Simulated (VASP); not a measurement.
An input for Quantum ESPRESSO's pw.x (written as the equivalent of a VASP run, and not itself run):

```
&CONTROL
  calculation = 'vc-relax'
  pseudo_dir = './pseudo'
  outdir = './out'
  tprnfor = .true.
  tstress = .true.
  nstep = 30
  forc_conv_thr = 0.00039
/
&SYSTEM
  ibrav = 0
  nat = 2
  ntyp = 2
  ecutwfc = 82
  occupations = 'smearing'
  smearing = 'methfessel-paxton'
  degauss = 0.00735
  input_dft = 'vdw-df-obk8'
/
&ELECTRONS
  conv_thr = 7.3e-09
  electron_maxstep = 100
/
&IONS
/
&CELL
  cell_dofree = 'shape'
/
ATOMIC_SPECIES
  W 183.840 W.upf
  C 12.011 C.upf
CELL_PARAMETERS angstrom
     1.4347365   -2.4850365    0.0000000
     1.4347365    2.4850365    0.0000000
     0.0000000    0.0000000    2.7950633
ATOMIC_POSITIONS crystal
  W    0.0000000  0.0000000  0.0000000
  C    0.3333330  0.6666670  0.5000000
K_POINTS automatic
  14 14 13 0 0 0
```

Problem. Write the VASP files for the same calculation (optB88-vdW).

Solution. This is not unique; one that fits is 
### KPOINTS
```
kpoints
0
Gamma
  14 14 13
0 0 0
```

**POSCAR**
```
WC
1
    1.4347364556    -2.4850365116     0.0000000000
    1.4347364556     2.4850365116     0.0000000000
    0.0000000000     0.0000000000     2.7950633458
W C
1 1
Direct
  0.0000000000   0.0000000000   0.0000000000
  0.3333330000   0.6666670000   0.5000000000
```

**INCAR**
```
SYSTEM = WC
PREC = Accurate; ENCUT = 520; LREAL = .False.
LASPH = .True.
EDIFF = 1E-7; NELM = 100; ALGO = Normal
LMAXMIX = 6
ISMEAR = 1; SIGMA = 0.1
GGA = BO; LUSE_VDW = .True.; AGGAC = 0.0
PARAM1 = 0.1833333333; PARAM2 = 0.22
IBRION = 2; NSW = 30; ISIF = 4
EDIFFG = -0.01
LWAVE = .False.; LCHARG = .False.
```

POTCAR, in this order: W_sv C (PBE.64 set). Program: vasp_std.

The two are equivalent in intent, not identical: the potentials are each code's own (VASP's PAW set, PseudoDojo norm-conserving files in pw.x), so ENCUT and ecutwfc are chosen apart and not converted; conv_thr bounds pw.x's estimated SCF error, while EDIFF bounds the energy change between steps; forc_conv_thr acts on force components and is met together with etot_conv_thr.

The compound is WC in the wc structure. This cell is one point of a volume scan, at 0.94 of the reference volume. Symmetry was kept, so distortions that lower it aren't found.
